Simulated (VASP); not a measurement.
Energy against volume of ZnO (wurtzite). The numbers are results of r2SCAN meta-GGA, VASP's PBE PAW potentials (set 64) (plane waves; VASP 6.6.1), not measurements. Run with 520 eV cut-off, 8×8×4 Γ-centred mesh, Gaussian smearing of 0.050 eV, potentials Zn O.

Shape and ions are relaxed at each volume.

```json
[
 {"V (Å³/atom)": "11.535", "E (eV/atom)": "-9.07415"},
 {"V (Å³/atom)": "11.892", "E (eV/atom)": "-9.07935"},
 {"V (Å³/atom)": "12.248", "E (eV/atom)": "-9.07455"},
 {"V (Å³/atom)": "12.605", "E (eV/atom)": "-9.06133"}
]
```

**Question.** Fit these four points and predict the energy of the run at 11.178 Å³/atom.

**Answer.** A cubic in V^(−2/3), the third-order Birch-Murnaghan form, passes through the four points with V0 = 11.89 Å³/atom and B0 = 150 GPa, and gives -9.0570 eV/atom there. The run gave -9.0570 eV/atom, +0.0 meV/atom from the fit; all five points give B0 = 150 GPa.

The compound is ZnO in the wurtzite structure. It was relaxed first.
